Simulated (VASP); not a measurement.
Given:

```
CELL_PARAMETERS angstrom
      1.56177    -2.70506     0.00000
      1.56177     2.70506     0.00000
      0.00000     0.00000     5.13259
ATOMIC_POSITIONS crystal
  Si 0.66667 0.33333 0.49971
  Si 0.33333 0.66667 0.99971
  C  0.66667 0.33333 0.87529
  C  0.33333 0.66667 0.37529
```

Calculation: vdW-DF2, VASP's PBE PAW potentials (set 64) (plane waves; VASP). Numerical set-up: 520 eV cut-off, 9×9×5 Γ-centred mesh, tetrahedra with Blöchl corrections, potentials Si C.

Question: Predict the energy per atom (σ→0), band gap (on the k-mesh) with the smallest direct gap where there is one.

Answer: 
```yaml
band gap (on the k-mesh): 2.87 eV
smallest direct gap (on the k-mesh): 4.32 eV
energy per atom (σ→0): -5.804 eV/atom
```

Only differences to runs with the same potentials and settings are physical.

The compound is SiC in the wurtzite structure, the rare 2H polytype. It was relaxed first.
